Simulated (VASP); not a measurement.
Here is a VASP 6.6.1 calculation.

Contents of INCAR:

```
SYSTEM = LiGa3
  PREC = Accurate
  ENCUT = 520
  EDIFF = 1E-6
  ISMEAR = -1
  SIGMA = 0.15
  LREAL = .False.
  LASPH = .True.
  NELM = 100
  ALGO = Fast
  ISIF = 2
  LWAVE = .False.
  LCHARG = .True.
  GGA = CA
  LELF = .True.
  LVHAR = .True.
  NBANDS = 29
```

Contents of KPOINTS:

```
regular mesh
0
Gamma
  5 5 5
  0 0 0
```

The input POSCAR:

```
LiGa3
1.0
    4.0715480000      0.0000000000      0.0000000000
    0.0000000000      4.0715480000      0.0000000000
    0.0000000000      0.0000000000      4.0715480000
Li Ga
1 3
Direct
    0.0000000000      0.0024560683      0.0000000000
    0.5000000000      0.0000000000      0.5000000000
    0.0000000000      0.5000000000      0.5000000000
    0.5000000000      0.5000000000      0.0000000000
```

Potentials or basis: VASP PAW LDA potentials, release 64 (Li_sv, Ga_d).

Command:

```bash
$ cat potpaw_LDA.64/Li_sv/POTCAR potpaw_LDA.64/Ga_d/POTCAR > POTCAR
$ mpirun -np 1 vasp_std > vasp.out
```

Question: Predict the band gap on the k mesh.

Answer: None (metal or under the smearing width).

Question: What does it give for the largest force?

Answer: 0.018 eV/Å.

Forces on the atoms (eV/Å):
```
Li   0.000 -0.018  0.000
Ga   0.000 -0.002  0.000
Ga   0.000  0.010  0.000
Ga   0.000  0.010  0.000
```
